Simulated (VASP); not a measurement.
Level of theory: PBE GGA, VASP's PBE PAW potentials (set 64) (plane waves; VASP).

VASP input:

File KPOINTS:
```
K-points
0
gamma
8 8 8
```

**INCAR**
```
LWAVE  =  .FALSE.
LREAL  =  .FALSE.   # projection in real space or not
PREC  =  Accurate
ISIF  =  2
GGA  =  PE
ENCUT  =  400   # plane-wave cut-off (eV)
EDIFF  =  1E-6
ISMEAR  =  1   # Methfessel-Paxton
SIGMA  =  0.1   # width (eV)
SYSTEM  =  Ni3Fe
ALGO  =  Normal   # blocked Davidson
ISPIN  =  2   # spin-polarised
LASPH  =  .TRUE.
LCHARG  =  .FALSE.
MAGMOM  =  5.0 2.7 2.7 2.7
NELM  =  100   # most electronic steps
LORBIT  =  10
LMAXMIX  =  4   # l cut-off of mixed one-centre charges
```

### POSCAR
```
Ni3Fe
1
    3.5500000000     0.0000000000     0.0000000000
    0.0000000000     3.5500000000     0.0000000000
    0.0000000000     0.0000000000     3.5500000000
Fe Ni
1 3
Direct
  0.0000000000   0.0000000000   0.0000000000
  0.0000000000   0.5000000000   0.5000000000
  0.5000000000   0.0000000000   0.5000000000
  0.5000000000   0.5000000000   0.0000000000
```

POTCAR, in this order: Fe Ni (PBE.64 set). Program: vasp_std.

Estimate the energy per atom (σ→0), cell moment, pressure, band gap (on the k-mesh).

| Property | Value |
|---|---|
| energy per atom (σ→0) | -6.249 eV/atom |
| cell moment | 4.82 μB |
| band gap (on the k-mesh) | none (metal, semimetal or under 0.01 eV) |
| pressure | -1.47 GPa |

File OSZICAR:
```
...
DAV:  10    -0.250003554446E+02    0.19390E-01   -0.35100E-02  6574   0.273E+00    0.960E-01
DAV:  11    -0.249970462329E+02    0.33092E-02   -0.10142E-02  6622   0.140E+00    0.541E-01
DAV:  12    -0.249963514705E+02    0.69476E-03   -0.28738E-03  5396   0.118E+00    0.133E-01
DAV:  13    -0.249963938752E+02   -0.42405E-04   -0.57776E-04  6376   0.294E-01    0.681E-02
DAV:  14    -0.249963821271E+02    0.11748E-04   -0.58621E-05  5062   0.151E-01    0.244E-02
DAV:  15    -0.249963838327E+02   -0.17057E-05   -0.72747E-06  5974   0.352E-02    0.105E-02
DAV:  16    -0.249963844796E+02   -0.64688E-06   -0.82660E-07  2722   0.953E-03
   1 F= -.24996384E+02 E0= -.24996026E+02  d E =-.107440E-02  mag=     4.8239
```

The compound is Ni3Fe in the L1_2 structure. The cell was not relaxed at this level. The run is one of a series of settings (MAGMOM = 5.0 2.7 2.7 2.7 against the base run), some of them coarse on purpose.
